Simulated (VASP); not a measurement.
VASP input:

**POSCAR**
```
PbF2
1
    0.0000000000     2.7833456224     2.7833456224
    2.7833456224     0.0000000000     2.7833456224
    2.7833456224     2.7833456224     0.0000000000
Pb F
1 2
Direct
  0.0000000000   0.0000000000   0.0000000000
  0.2500000000   0.2500000000   0.2500000000
  0.7500000000   0.7500000000   0.7500000000
```

INCAR:
```
GGA  =  PS
EDIFFG  =  -0.02
NELM  =  100
NSW  =  40
LASPH  =  .True.
SIGMA  =  0.05
ENCUT  =  620   ! plane-wave cut-off (eV)
ALGO  =  Normal
SYSTEM  =  PbF2
LCHARG  =  .False.
PREC  =  Accurate
EDIFF  =  1E-6   ! SCF stop (eV)
PSTRESS  =  300
ISIF  =  3   ! ions, shape and volume
LMAXMIX  =  4   ! l cut-off of mixed one-centre charges
LREAL  =  .False.
ISMEAR  =  0   ! Gaussian
IBRION  =  2   ! conjugate gradients
LWAVE  =  .False.
```

### KPOINTS
```
Automatic mesh
0
Gamma
7 7 7
0 0 0
```

POTCAR, in this order: Pb_d F (PBE.64 set). Program: vasp_std.

Write an equivalent input for Quantum ESPRESSO's pw.x.

One equivalent input (not run):
```
&CONTROL
  calculation = 'vc-relax'
  pseudo_dir = './pseudo'
  outdir = './out'
  tprnfor = .true.
  tstress = .true.
  nstep = 40
  forc_conv_thr = 0.00078
/
&SYSTEM
  ibrav = 0
  nat = 3
  ntyp = 2
  ecutwfc = 84
  occupations = 'smearing'
  smearing = 'gaussian'
  degauss = 0.003675
  input_dft = 'pbesol'
/
&ELECTRONS
  conv_thr = 7.3e-08
  electron_maxstep = 100
/
&IONS
/
&CELL
  press = 300
/
ATOMIC_SPECIES
  Pb 207.200 Pb.upf
  F 18.998 F.upf
CELL_PARAMETERS angstrom
     0.0000000    2.7833456    2.7833456
     2.7833456    0.0000000    2.7833456
     2.7833456    2.7833456    0.0000000
ATOMIC_POSITIONS crystal
  Pb   0.0000000  0.0000000  0.0000000
  F    0.2500000  0.2500000  0.2500000
  F    0.7500000  0.7500000  0.7500000
K_POINTS automatic
  7 7 7 0 0 0
```
What does not carry over: the potentials are each code's own (VASP's PAW set, PseudoDojo norm-conserving files in pw.x), so ENCUT and ecutwfc are chosen apart and not converted; conv_thr bounds pw.x's estimated SCF error, while EDIFF bounds the energy change between steps; forc_conv_thr acts on force components and is met together with etot_conv_thr.

The compound is PbF2 in the fluorite structure, the β form. This run relaxes it under an external pressure of 30 GPa. Symmetry was kept, so distortions that lower it aren't found.
